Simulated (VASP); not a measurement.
Here is the system:

```
TaSb
1.0
    0.00000     2.79230     2.79230
    2.79230     0.00000     2.79230
    2.79230     2.79230     0.00000
Ta Sb
1 1
Direct
  0.00000   0.00000   0.00000
  0.50000   0.50000   0.50000
```

Level of theory: PBEsol GGA, VASP's PBE PAW potentials (set 64) (plane waves; VASP). Numerical set-up: 400 eV cut-off, Gaussian smearing of 0.050 eV, potentials Ta_pv Sb.

**Question.** Give the energies of bands 5 to 11 at the high-symmetry points, in eV from the Fermi level.

**Answer.** 
| band | Γ | X | U | L | W |
|---|---|---|---|---|---|
| 5 | -1.24 | -5.00 | -5.04 | -7.11 | -4.52 |
| 6 | -1.24 | -2.86 | -4.77 | -3.83 | -4.48 |
| 7 | -1.24 | -1.87 | -3.06 | -3.83 | -4.48 |
| 8 | -0.59 | -1.87 | -1.16 | 0.57 | 0.35 |
| 9 | -0.59 | 0.28 | 0.86 | 0.57 | 0.53 |
| 10 | 0.57 | 0.36 | 1.53 | 0.81 | 0.53 |
| 11 | 0.57 | 1.30 | 1.56 | 3.16 | 1.30 |

It has no gap at this level: it comes out as a metal or semimetal.

The structure was generated: TaSb was put into the rock salt type (Fm-3m), which need not be its known phase. It was relaxed first, which changed the volume by -41 %.
